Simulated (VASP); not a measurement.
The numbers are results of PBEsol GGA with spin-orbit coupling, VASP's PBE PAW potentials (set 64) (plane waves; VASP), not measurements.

A VASP calculation is set up with these files.

KPOINTS:
```
Automatic mesh
0
Gamma
7 7 7
0 0 0
```

KPOINTS_OPT:
```
k-points along high-symmetry lines
8
Line-mode
Reciprocal
  0.000000   0.000000   0.000000 ! GAMMA
  0.500000   0.000000   0.500000 ! X

  0.500000   0.000000   0.500000 ! X
  0.625000   0.250000   0.625000 ! U

  0.375000   0.375000   0.750000 ! K
  0.000000   0.000000   0.000000 ! GAMMA

  0.000000   0.000000   0.000000 ! GAMMA
  0.500000   0.500000   0.500000 ! L

  0.500000   0.500000   0.500000 ! L
  0.500000   0.250000   0.750000 ! W

  0.500000   0.250000   0.750000 ! W
  0.500000   0.000000   0.500000 ! X
```

INCAR:
```
SYSTEM = HfO2
PREC = Accurate
ENCUT = 520
EDIFF = 1E-6
NELM = 100
ALGO = Normal
LREAL = .FALSE.
LASPH = .TRUE.
ISMEAR = 0
SIGMA = 0.05
GGA = PS
LMAXMIX = 6
LWAVE = .FALSE.
LCHARG = .FALSE.
LSORBIT = .TRUE.
MAGMOM = 0 0 0 0 0 0 0 0 0
GGA_COMPAT = .FALSE.
```

### POSCAR
```
HfO2
2.5100840
  0.0000000000   1.0000000911   1.0000000911
  1.0000000911   0.0000000000   1.0000000911
  1.0000000911   1.0000000911   0.0000000000
Hf O
1 2
Cartesian
  0.0000000000   0.0000000000   0.0000000000
  0.5000000456   0.5000000456   0.5000000456
  1.5000001367   1.5000001367   1.5000001367
```

POTCAR, in this order: Hf_pv O (PBE.64 set). Program: vasp_ncl.

Output of the run:

### OSZICAR
```
       N       E                     dE             d eps       ncg     rms          rms(c)
DAV:   1     0.115288337684E+03    0.11529E+03   -0.12659E+04  1200   0.148E+03
DAV:   2    -0.310473449506E+02   -0.14634E+03   -0.14144E+03  1564   0.360E+02
DAV:   3    -0.374339979394E+02   -0.63867E+01   -0.63610E+01  1446   0.674E+01
DAV:   4    -0.374946013918E+02   -0.60603E-01   -0.60583E-01  1542   0.722E+00
DAV:   5    -0.374950535357E+02   -0.45214E-03   -0.45212E-03  1468   0.605E-01    0.581E+01
DAV:   6    -0.324125238582E+02    0.50825E+01   -0.23050E+01  1266   0.378E+01    0.481E+01
DAV:   7    -0.323035284330E+02    0.10900E+00   -0.90666E-01  1446   0.889E+00    0.308E+01
DAV:   8    -0.322696091801E+02    0.33919E-01   -0.14813E-01  1432   0.410E+00    0.106E+01
DAV:   9    -0.322651836045E+02    0.44256E-02   -0.14022E-02  1476   0.997E-01    0.163E+00
DAV:  10    -0.322626696508E+02    0.25140E-02   -0.53976E-03  1386   0.717E-01    0.876E-01
DAV:  11    -0.322626879176E+02   -0.18267E-04   -0.63384E-04  1512   0.212E-01    0.587E-02
DAV:  12    -0.322627062902E+02   -0.18373E-04   -0.21649E-05  1468   0.409E-02    0.870E-02
DAV:  13    -0.322627109349E+02   -0.46447E-05   -0.18902E-05  1512   0.354E-02    0.353E-02
DAV:  14    -0.322627104938E+02    0.44107E-06   -0.40041E-06  1386   0.164E-02
   1 F= -.32262710E+02 E0= -.32262710E+02  d E =-.708318E-18  mag=    -0.0000    -0.0000     0.0000
       N       E                     dE             ncg
       N       E                     dE             ncg
       N       E                     dE             ncg
```

### OUTCAR
```
------------------------ aborting loop because EDIFF is reached ----------------------------------------
  FORCE on cell =-STRESS in cart. coord.  units (eV):
  Direction    XX          YY          ZZ          XY          YZ          ZX
  --------------------------------------------------------------------------------------
  Total        0.0275347      0.0275347      0.0275347     -0.0000000      0.0000000     -0.0000000
  in kB        1.3947493      1.3947493      1.3947493     -0.0000000      0.0000000     -0.0000000
  external PRESSURE =       1.3947493 kB  Pullay stress =       0.0000000 kB
  volume of cell :       31.63
      direct lattice vectors                 reciprocal lattice vectors
     0.000000000  2.510084229  2.510084229    -0.199196503  0.199196503  0.199196503
     2.510084229  0.000000000  2.510084229     0.199196503 -0.199196503  0.199196503
     2.510084229  2.510084229  0.000000000     0.199196503  0.199196503 -0.199196503
 POSITION                                       TOTAL-FORCE (eV/Angst)
 -----------------------------------------------------------------------------------
      0.00000      0.00000      0.00000         0.000000     -0.000000      0.000000
      1.25504      1.25504      1.25504        -0.000000      0.000000      0.000000
      3.76513      3.76513      3.76513         0.000000     -0.000000     -0.000000
 -----------------------------------------------------------------------------------
    total drift:                                0.000000      0.000000      0.000000
  FREE ENERGIE OF THE ION-ELECTRON SYSTEM (eV)
  ---------------------------------------------------
  free  energy   TOTEN  =       -32.2627104938 eV

  energy  without entropy=      -32.2627104938  energy(sigma->0) =      -32.26271049

 Ion:    1  E_soc:     -1.2394019

 Ion:    2  E_soc:     -0.0005259

 Ion:    3  E_soc:     -0.0005259
```
(Selected blocks of OUTCAR.)

The structure comes from a measured HfO2 entry (Fm-3m) of the Crystallography Open Database, whose conditions weren't checked. It was relaxed first, which changed the volume by -5 %.
